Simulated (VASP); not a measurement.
# PbO (Litharge) with r2SCAN: from relaxation to properties, part 5 of 6

Aim: relax PbO (Litharge), then compute properties on the relaxed cell. The start is a cell from a database of measured crystal structures.

VASP 6.6.1, plane waves and PAW; the level of theory is named at each step.

Still holding for the runs below: Spin-orbit coupling is off here; with elements this heavy it splits and shifts levels by tenths of an eV or more.

So far, gap on the k-mesh (eV): step 2 (relaxing cell and atoms (r2SCAN)) 2.00; step 3 (second relaxation) 2.00; step 6 (total and projected DOS (r2SCAN)) 1.77; step 9 (starting orbitals for the hybrid) 1.76.

## 10. Bands along the symmetry lines (HSE06)

This step: HSE06; plane waves and PAW (Pb_d, O) (VASP 6.6.1).

HSE06 mixes in a quarter of exact exchange at short range, at far higher cost; in semiconductors this cures much of the gap error, while metals seldom gain.

Input file INCAR:

```
SYSTEM = PbO
PREC = Accurate
ENCUT = 520
EDIFF = 1E-06
NELM = 100
ISMEAR = 0
SIGMA = 0.05
LREAL = .FALSE.
ALGO = Normal
LHFCALC = .TRUE.
AEXX = 0.25
GGA = PE
HFSCREEN = 0.2
LASPH = .TRUE.
NBANDS = 26
PRECFOCK = Fast
LORBIT = 11
LWAVE = .FALSE.
LCHARG = .FALSE.
KPAR = 4
```

Input file POSCAR:

```
PbO
1.0
    3.9991452986      0.0000000000      0.0000000000
    0.0000000000      3.9991452986      0.0000000000
    0.0000000000      0.0000000000      5.2460087614
Pb O
2 2
Direct
    0.0000000000      0.5000000000      0.7734507545
    0.5000000000      0.0000000000      0.2265492455
    0.5000000000      0.5000000000      0.0000000000
    0.0000000000      0.0000000000      0.0000000000
```

Input file KPOINTS:

```
Automatic mesh
0
Gamma
4 4 3
0 0 0
```

Input file KPOINTS_OPT:

```
Line mode
6
Line-mode
Reciprocal
  0.00000000   0.00000000   0.00000000 GAMMA
  0.00000000   0.50000000   0.00000000 X

  0.00000000   0.50000000   0.00000000 X
  0.50000000   0.50000000   0.00000000 M

  0.50000000   0.50000000   0.00000000 M
  0.00000000   0.00000000   0.00000000 GAMMA

  0.00000000   0.00000000   0.00000000 GAMMA
  0.00000000   0.00000000   0.50000000 Z

  0.00000000   0.00000000   0.50000000 Z
  0.00000000   0.50000000   0.50000000 R

  0.00000000   0.50000000   0.50000000 R
  0.50000000   0.50000000   0.50000000 A

  0.50000000   0.50000000   0.50000000 A
  0.00000000   0.00000000   0.50000000 Z

  0.00000000   0.50000000   0.00000000 X
  0.00000000   0.50000000   0.50000000 R

  0.50000000   0.50000000   0.00000000 M
  0.50000000   0.50000000   0.50000000 A
```

Potentials, in the order of the species: Pb_d and O (PBE family, release 64).

The WAVECAR or CHGCAR of an earlier step is read.

Run with:

```sh
mpirun -np 4 vasp_std
```

Log:

```text
[banner, memory and clock lines left out]
running    4 mpi-ranks, on    1 nodes
 distrk:  each k-point on    1 cores,    4 groups
 distr:  one band on    1 cores,    1 groups

 POSCAR found type information on POSCAR PbO
 POSCAR found :  2 types and       4 ions
 LDA part: xc-table for (Slater+PW92), standard interpolation
 found WAVECAR, reading the header
 POSCAR, INCAR and KPOINTS ok, starting setup
 FFT: planning ... GRIDC
 FFT: planning ... GRID_SOFT
 FFT: planning ... GRID
 reading WAVECAR
 the WAVECAR file was read successfully
 initial charge from wavefunction
 entering main loop
       N       E                     dE             d eps       ncg     rms          rms(c)
DAV:   1    -0.265551169557E+02   -0.26555E+02   -0.61711E-01   640   0.576E+00    0.313E-01
DAV:   2    -0.265644674365E+02   -0.93505E-02   -0.68590E-02   864   0.161E+00    0.203E-01
DAV:   3    -0.265645143455E+02   -0.46909E-04   -0.29060E-03   916   0.416E-01    0.132E-01
DAV:   4    -0.265645273533E+02   -0.13008E-04   -0.38672E-04   876   0.156E-01    0.840E-02
DAV:   5    -0.265645429130E+02   -0.15560E-04   -0.66232E-05   754   0.671E-02    0.479E-02
DAV:   6    -0.265645573660E+02   -0.14453E-04   -0.24137E-05   794   0.420E-02    0.271E-02
DAV:   7    -0.265645663423E+02   -0.89763E-05   -0.59721E-06   614   0.254E-02    0.167E-02
DAV:   8    -0.265645716978E+02   -0.53555E-05   -0.36170E-06   660   0.150E-02    0.101E-02
DAV:   9    -0.265645746689E+02   -0.29710E-05   -0.93113E-07   468   0.823E-03    0.623E-03
DAV:  10    -0.265645763108E+02   -0.16419E-05   -0.45798E-07   382   0.615E-03    0.378E-03
DAV:  11    -0.265645772258E+02   -0.91498E-06   -0.21091E-07   340   0.464E-03
   1 F= -.26564577E+02 E0= -.26564577E+02  d E =-.115015E-14
 Start KPOINTS_OPT (optional k-point list driver)
k-point batch [1-12\54]
       N       E                     dE             ncg
DAV:   1     0.239361771462E+04   -0.78382E+04      624
DAV:   2    -0.307102198212E+04   -0.54646E+04      640
DAV:   3    -0.384058368345E+04   -0.76956E+03      780
DAV:   4    -0.390866394326E+04   -0.68080E+02      750
DAV:   5    -0.391090528844E+04   -0.22413E+01      864
DAV:   6    -0.391098070461E+04   -0.75416E-01      888
DAV:   7    -0.391098287605E+04   -0.21714E-02      904
DAV:   8    -0.391098295557E+04   -0.79524E-04      816
DAV:   9    -0.391098295641E+04   -0.83640E-06      616
[...]
k-point batch [49-54\54]
       N       E                     dE             ncg
DAV:   1     0.757928792112E+04   -0.73109E+04      320
DAV:   2     0.488455109489E+04   -0.26947E+04      344
DAV:   3     0.453353710065E+04   -0.35101E+03      364
DAV:   4     0.450233884765E+04   -0.31198E+02      366
DAV:   5     0.450131864406E+04   -0.10202E+01      396
DAV:   6     0.450127737268E+04   -0.41271E-01      436
DAV:   7     0.450127601189E+04   -0.13608E-02      420
DAV:   8     0.450127596625E+04   -0.45638E-04      404
DAV:   9     0.450127596582E+04   -0.43890E-06      256
```

The job ended after 26 min (4 MPI ranks of Intel Xeon Platinum 8488C (Sapphire Rapids), shared host; peak memory 1.4 GiB).

From OUTCAR (step 10):

```text
   k-points           NKPTS =     12   k-points in BZ     NKDIM =     48   number of bands    NBANDS=     26

   NELECT =      40.0000    total number of electrons

  exchange ACFDT corr.  =         0.00000000  see jH, gK, PRB 81, 115126

 E-fermi :   4.3350

 k-point     1 :       0.0000    0.0000    0.0000
  band No.  band energies     occupation
    ...
     16      -0.7422      2.00000
     17       1.9357      2.00000
     18       1.9927      2.00000
     19       1.9927      2.00000
     20       4.0754      2.00000
     21       7.1062      0.00000
     22      10.0842      0.00000
     23      10.8973      0.00000
     24      10.8973      0.00000
     25      11.5374      0.00000
    ...

 POSITION                                       TOTAL-FORCE (eV/Angst)
 -----------------------------------------------------------------------------------
      0.00000      1.99957      4.05753         0.000000      0.000000      0.296106
      1.99957      0.00000      1.18848         0.000000      0.000000     -0.296106
      1.99957      1.99957      0.00000        -0.000000      0.000000      0.000000
      0.00000      0.00000      0.00000        -0.000000      0.000000      0.000000
 -----------------------------------------------------------------------------------
    total drift:                                0.000004      0.000001     -0.000002

  FREE ENERGIE OF THE ION-ELECTRON SYSTEM (eV)
  ---------------------------------------------------
  free  energy   TOTEN  =       -26.5645772258 eV

  energy  without entropy=      -26.5645772258  energy(sigma->0) =      -26.56457723

[... 8 parts as in an earlier step ...]

[... 8 further parts left out ...]
```

The k-mesh is coarse for exact exchange; levels may shift by about 0.1 eV on a finer one.

This step gave:

* SCF cycles: 11
* free energy (TOTEN): -26.56 eV
* Fermi energy: 4.335 eV
* least gap on mesh and path: 2.177 eV
* least direct gap on mesh and path: 3.031 eV

Electronic bands along the path, in eV, zero at the valence-band top; v1 is the highest filled band, c1 the lowest empty one:

```csv
point,v4,v3,v2,v1,c1,c2,c3,c4
Γ,-2.14,-2.08,-2.08,0.00,3.03,6.01,6.82,6.82
0.40 of the way,-2.74,-2.37,-2.22,-0.11,3.98,4.89,6.36,6.78
X,-3.51,-3.51,-1.77,-1.77,4.11,4.11,7.39,7.39
0.40 of the way,-2.65,-2.65,-1.70,-1.70,3.64,3.64,6.58,6.58
M,-1.80,-1.80,-1.41,-1.41,2.18,2.18,6.14,6.14
0.40 of the way,-2.90,-2.86,-1.58,-0.87,3.53,3.70,5.81,6.31
Γ,-2.14,-2.08,-2.08,0.00,3.03,6.01,6.82,6.82
0.40 of the way,-2.15,-2.09,-2.09,-0.32,2.85,5.92,5.92,5.92
Z,-2.17,-2.10,-2.10,-1.19,2.78,5.17,5.17,5.23
0.60 of the way,-2.93,-2.70,-1.37,-1.15,3.15,4.14,6.07,7.85
R,-3.49,-3.49,-1.19,-1.19,3.78,3.78,7.51,7.51
0.40 of the way,-2.45,-2.45,-1.47,-1.47,4.05,4.05,5.99,5.99
A,-2.26,-2.26,-1.41,-1.41,4.35,4.35,5.40,5.40
0.60 of the way,-3.12,-1.75,-1.73,-1.20,3.31,4.22,4.84,8.06
Z,-2.17,-2.10,-2.10,-1.19,2.78,5.17,5.17,5.23
jump to X,-3.51,-3.51,-1.77,-1.77,4.11,4.11,7.39,7.39
0.40 of the way,-3.50,-3.50,-1.55,-1.55,3.99,3.99,7.58,7.58
R,-3.49,-3.49,-1.19,-1.19,3.78,3.78,7.51,7.51
jump to M,-1.80,-1.80,-1.41,-1.41,2.18,2.18,6.14,6.14
0.40 of the way,-1.97,-1.97,-1.41,-1.41,2.67,2.67,6.39,6.39
A,-2.26,-2.26,-1.41,-1.41,4.35,4.35,5.40,5.40
```

Of the projections kept (Pb, O), the largest for each band there; the rest of the weight can lie on other orbitals:

```csv
point,v4,v3,v2,v1,c1,c2,c3,c4
Γ,O 0.93,O 0.91,O 0.91,O 0.59,Pb 0.82,Pb 0.96,Pb 0.68,Pb 0.68
X,O 0.82,O 0.82,O 0.59,O 0.59,Pb 0.61,Pb 0.61,Pb 0.58,Pb 0.58
M,Pb 0.60,Pb 0.60,O 0.97,O 0.97,Pb 0.85,Pb 0.85,Pb 0.89,Pb 0.89
Γ,O 0.93,O 0.91,O 0.91,O 0.59,Pb 0.82,Pb 0.96,Pb 0.68,Pb 0.68
Z,O 0.93,O 0.90,O 0.90,O 0.77,Pb 0.92,Pb 0.93,Pb 0.93,Pb 0.87
R,O 0.82,O 0.82,O 0.65,O 0.65,O 0.54,O 0.54,Pb 0.85,Pb 0.85
```

Force by atom:

```csv
atom,x (eV/Å),y (eV/Å),z (eV/Å),size
Pb1,0.000,0.000,0.296,0.296
Pb2,0.000,0.000,-0.296,0.296
O3,0.000,0.000,0.000,0.000
O4,0.000,0.000,0.000,0.000
```

The gap moves by +0.41 eV against r2SCAN, which ran on another mesh.

## 11. Band structure (TB-mBJ)

This step: TB-mBJ; plane waves and PAW (Pb_d, O) (VASP 6.6.1).

Levels along the symmetry lines show where the bands peak and cross; KPOINTS_OPT computes them in the converged potential. TB-mBJ is a local potential fitted to gaps: it costs far less than a hybrid but gives no energy.

Input file INCAR:

```
SYSTEM = PbO
PREC = Accurate
ENCUT = 520
EDIFF = 1E-06
NELM = 150
ISMEAR = 0
SIGMA = 0.05
LREAL = .FALSE.
ALGO = Normal
METAGGA = MBJ
LASPH = .TRUE.
NBANDS = 34
LORBIT = 11
LWAVE = .FALSE.
LCHARG = .FALSE.
KPAR = 4
```

POSCAR is that of step 10.

Input file KPOINTS:

```
Automatic mesh
0
Gamma
7 7 5
0 0 0
```

Changes to KPOINTS_OPT since step 10:

```diff
@@ -1,3 +1,3 @@
 Line mode
-6
+16
 Line-mode
```

Run with:

```sh
mpirun -np 4 vasp_std
```

Log:

```text
[... set-up lines as in an earlier step ...]
 entering main loop
       N       E                     dE             d eps       ncg     rms          rms(c)
DAV:   1     0.279531168931E+04    0.27953E+04   -0.18697E+04  2040   0.136E+03
DAV:   2     0.236065604845E+04   -0.43466E+03   -0.40476E+03  2072   0.389E+02
DAV:   3     0.230326282016E+04   -0.57393E+02   -0.55641E+02  2438   0.154E+02
DAV:   4     0.230048646048E+04   -0.27764E+01   -0.27664E+01  2488   0.354E+01
DAV:   5     0.230037021498E+04   -0.11625E+00   -0.11623E+00  3016   0.737E+00    0.127E+01
DAV:   6     0.230417819540E+04    0.38080E+01   -0.55351E+01  3110   0.657E+01    0.927E+00
DAV:   7     0.230287245527E+04   -0.13057E+01   -0.27579E+01  2474   0.363E+01    0.534E+00
DAV:   8     0.230508163903E+04    0.22092E+01   -0.75478E+00  2332   0.134E+01    0.508E+00
DAV:   9     0.230499584277E+04   -0.85796E-01   -0.11251E+00  2070   0.519E+00    0.448E+00
DAV:  10     0.230458046021E+04   -0.41538E+00   -0.27290E-01  2648   0.305E+00    0.491E+00
DAV:  11     0.230517739025E+04    0.59693E+00   -0.52142E-01  2234   0.401E+00    0.432E+00
DAV:  12     0.230806068475E+04    0.28833E+01   -0.55479E+00  2294   0.119E+01    0.212E+00
DAV:  13     0.230556676365E+04   -0.24939E+01   -0.48852E+01  2506   0.919E+01    0.503E+00
DAV:  14     0.230632119393E+04    0.75443E+00   -0.10193E+01  2442   0.193E+01    0.577E+00
DAV:  15     0.230746319597E+04    0.11420E+01   -0.43255E+00  2758   0.101E+01    0.438E+00
DAV:  16     0.230549892900E+04   -0.19643E+01   -0.36559E+00  2346   0.115E+01    0.571E+00
DAV:  17     0.230442265144E+04   -0.10763E+01   -0.47382E+00  2308   0.901E+00    0.539E+00
DAV:  18     0.230724102715E+04    0.28184E+01   -0.12819E+01  2886   0.279E+01    0.194E+00
DAV:  19     0.230656866161E+04   -0.67237E+00   -0.29365E+00  2478   0.108E+01    0.246E+00
DAV:  20     0.230650193902E+04   -0.66723E-01   -0.86186E-01  2404   0.476E+00    0.200E+00
DAV:  21     0.230666478048E+04    0.16284E+00   -0.15598E-01  2402   0.188E+00    0.187E+00
DAV:  22     0.230649529339E+04   -0.16949E+00   -0.64458E-02  2550   0.136E+00    0.218E+00
DAV:  23     0.230665747397E+04    0.16218E+00   -0.12605E-01  2690   0.263E+00    0.252E+00
DAV:  24     0.230712941029E+04    0.47194E+00   -0.51578E-02  2062   0.138E+00    0.242E+00
DAV:  25     0.230732091416E+04    0.19150E+00   -0.25557E-02  2742   0.103E+00    0.261E+00
DAV:  26     0.230775867093E+04    0.43776E+00   -0.67448E-02  2188   0.190E+00    0.221E+00
DAV:  27     0.230786454691E+04    0.10588E+00   -0.27075E-02  3106   0.146E+00    0.235E+00
DAV:  28     0.230776569675E+04   -0.98850E-01   -0.12783E-02  2146   0.505E-01    0.231E+00
DAV:  29     0.230764099965E+04   -0.12470E+00   -0.17567E-02  2744   0.937E-01    0.244E+00
DAV:  30     0.230771684292E+04    0.75843E-01   -0.14270E-02  2558   0.748E-01    0.248E+00
[...]
DAV:  87     0.230806411899E+04    0.35578E-04   -0.34750E-09  1026   0.443E-04    0.142E-04
DAV:  88     0.230806415252E+04    0.33530E-04   -0.15767E-09  1026   0.310E-04    0.135E-04
DAV:  89     0.230806418780E+04    0.35282E-04   -0.14190E-09  1026   0.289E-04    0.551E-05
DAV:  90     0.230806420576E+04    0.17960E-04   -0.94524E-10  1026   0.192E-04    0.632E-05
DAV:  91     0.230806423417E+04    0.28406E-04   -0.58403E-10  1026   0.200E-04    0.205E-05
DAV:  92     0.230806423005E+04   -0.41170E-05   -0.46450E-10  1026   0.176E-04    0.446E-05
DAV:  93     0.230806423600E+04    0.59490E-05   -0.19791E-10  1026   0.120E-04    0.209E-05
DAV:  94     0.230806424830E+04    0.12296E-04   -0.15600E-10  1026   0.793E-05    0.692E-06
DAV:  95     0.230806424249E+04   -0.58104E-05   -0.10518E-10  1026   0.788E-05    0.218E-05
DAV:  96     0.230806424744E+04    0.49549E-05   -0.63393E-11  1026   0.539E-05    0.794E-06
DAV:  97     0.230806425098E+04    0.35376E-05   -0.25769E-11  1026   0.320E-05    0.698E-06
DAV:  98     0.230806425085E+04   -0.13276E-06   -0.11757E-11  1026   0.260E-05
   1 F= 0.23080643E+04 E0= 0.23080643E+04  d E =-.513338E-17
 Start KPOINTS_OPT (optional k-point list driver)
k-point batch [1-30\144]
       N       E                     dE             ncg
DAV:   1     0.710308263010E+04   -0.17586E+05     2048
DAV:   2    -0.560341550890E+04   -0.12706E+05     2072
DAV:   3    -0.724655365408E+04   -0.16431E+04     2436
DAV:   4    -0.732584210983E+04   -0.79288E+02     2512
DAV:   5    -0.733040982991E+04   -0.45677E+01     3400
DAV:   6    -0.733045624876E+04   -0.46419E-01     2696
DAV:   7    -0.733045763289E+04   -0.13841E-02     3158
DAV:   8    -0.733045766345E+04   -0.30568E-04     2552
DAV:   9    -0.733045766439E+04   -0.93523E-06     1948
[...]
k-point batch [121-144\144]
       N       E                     dE             ncg
DAV:   1     0.115791240810E+05   -0.26178E+05     1640
DAV:   2     0.153205875790E+04   -0.10047E+05     1664
DAV:   3     0.171827461942E+03   -0.13602E+04     2010
DAV:   4     0.106753469707E+03   -0.65074E+02     1904
DAV:   5     0.102983453804E+03   -0.37700E+01     2806
DAV:   6     0.102933412987E+03   -0.50041E-01     2214
DAV:   7     0.102932434547E+03   -0.97844E-03     2484
DAV:   8     0.102932402941E+03   -0.31606E-04     2074
DAV:   9     0.102932402265E+03   -0.67546E-06     1444
```

Wall time 5.5 min (4 MPI ranks); peak memory 1.1 GiB; 21 min of CPU time.

From OUTCAR (step 11):

```text
   NELECT =      40.0000    total number of electrons

 E-fermi :   5.5710

 k-point     1 :       0.0000    0.0000    0.0000
  band No.  band energies     occupation
    ...
     16       1.0727      2.00000
     17       3.3654      2.00000
     18       3.4207      2.00000
     19       3.4207      2.00000
     20       5.2938      2.00000
     21       8.1526      0.00000
     22      11.2065      0.00000
     23      11.5314      0.00000
     24      11.5314      0.00000
     25      12.3832      0.00000
    ...

  Total     -121.2044897   -121.2044897   -123.1001152      0.0000000      0.0000000      0.0000000
  in kB    -2314.5465063  -2314.5465063  -2350.7457702      0.0000000      0.0000000      0.0000000
  external PRESSURE =   -2326.6129276 kB  Pullay stress =       0.0000000 kB

 POSITION                                       TOTAL-FORCE (eV/Angst)
 -----------------------------------------------------------------------------------
      0.00000      1.99957      4.05753         0.000000      0.000000     -2.455866
      1.99957      0.00000      1.18848         0.000000      0.000000      2.455866
      1.99957      1.99957      0.00000         0.000000     -0.000000      0.000000
      0.00000      0.00000      0.00000         0.000000      0.000000      0.000000
 -----------------------------------------------------------------------------------
    total drift:                                0.000000      0.000000      0.000000

  FREE ENERGIE OF THE ION-ELECTRON SYSTEM (eV)
  ---------------------------------------------------
  free  energy   TOTEN  =      2308.0642508466 eV

  energy  without entropy=     2308.0642508466  energy(sigma->0) =     2308.06425085

[... 9 parts as in an earlier step ...]

[... 8 further parts left out ...]
```

This functional is a potential without an energy, so its energies, forces and stress mean nothing and are not read.

Numbers from this step:

- SCF cycles: 98
- bands: 34
- irreducible k-points: 30
- Fermi energy: 5.571 eV
- least gap on mesh and path: 2.090 eV
- least direct gap on mesh and path: 2.859 eV

Electronic bands along the path, in eV, zero at the valence-band top; v1 is the highest filled band, c1 the lowest empty one:

```csv
point,v4,v3,v2,v1,c1,c2,c3,c4
Γ,-1.93,-1.87,-1.87,0.00,2.86,5.91,6.24,6.24
0.47 of the way,-2.49,-2.19,-2.04,-0.23,3.87,4.33,5.99,6.51
X,-3.09,-3.09,-1.59,-1.59,3.86,3.86,6.93,6.93
0.53 of the way,-2.07,-2.07,-1.52,-1.52,3.07,3.07,5.95,5.95
M,-1.66,-1.66,-1.30,-1.30,2.09,2.09,5.98,5.98
0.47 of the way,-2.87,-2.64,-1.49,-0.65,3.64,3.87,5.34,5.59
Γ,-1.93,-1.87,-1.87,0.00,2.86,5.91,6.24,6.24
0.47 of the way,-1.94,-1.88,-1.88,-0.41,2.80,5.37,5.37,5.54
Z,-1.95,-1.89,-1.89,-1.08,2.86,4.84,4.84,4.92
0.53 of the way,-2.44,-2.30,-1.31,-1.07,3.02,3.82,5.49,7.12
R,-3.07,-3.07,-1.12,-1.12,3.51,3.51,6.95,6.95
0.47 of the way,-2.02,-2.02,-1.43,-1.43,3.85,3.85,5.38,5.38
A,-2.00,-2.00,-1.30,-1.30,3.98,3.98,5.15,5.15
0.53 of the way,-2.91,-1.61,-1.53,-1.15,3.24,4.27,4.39,7.18
Z,-1.95,-1.89,-1.89,-1.08,2.86,4.84,4.84,4.92
jump to X,-3.09,-3.09,-1.59,-1.59,3.86,3.86,6.93,6.93
0.47 of the way,-3.08,-3.08,-1.36,-1.36,3.69,3.69,7.10,7.10
R,-3.07,-3.07,-1.12,-1.12,3.51,3.51,6.95,6.95
jump to M,-1.66,-1.66,-1.30,-1.30,2.09,2.09,5.98,5.98
0.47 of the way,-1.82,-1.82,-1.30,-1.30,2.67,2.67,6.17,6.17
A,-2.00,-2.00,-1.30,-1.30,3.98,3.98,5.15,5.15
```

Of the projections kept (Pb, O), the largest for each band there; the rest of the weight can lie on other orbitals:

```csv
point,v4,v3,v2,v1,c1,c2,c3,c4
Γ,O 0.94,O 0.92,O 0.92,O 0.62,Pb 0.83,Pb 1.00,Pb 0.71,Pb 0.71
X,O 0.84,O 0.84,O 0.61,O 0.61,Pb 0.63,Pb 0.63,Pb 0.62,Pb 0.62
M,Pb 0.57,Pb 0.57,O 0.97,O 0.97,Pb 0.86,Pb 0.86,Pb 0.82,Pb 0.82
Γ,O 0.94,O 0.92,O 0.92,O 0.62,Pb 0.83,Pb 1.00,Pb 0.71,Pb 0.71
Z,O 0.93,O 0.91,O 0.91,O 0.77,Pb 0.91,Pb 0.93,Pb 0.93,Pb 0.87
R,O 0.84,O 0.84,O 0.67,O 0.67,O 0.51,O 0.51,Pb 0.85,Pb 0.85
```

The gap moves by +0.33 eV against r2SCAN.

(Continued in part 6 of 6.)

[Lines on the potential files, build, host, timing and source positions are cut from VASP's logs without a mark.]

[Logs are printed without paths, hosts, clocks, repeated set-up lines and the standing remarks that a program may print on its own settings, such as how far it seeks lower states.]

[Hosts, paths, dates, database ids (printed as entryN), source tags and the programs' standing remarks are cut or masked in the printed files.]

[A measured line is paired with the nearest computed mode of its activity, which favours agreement.]
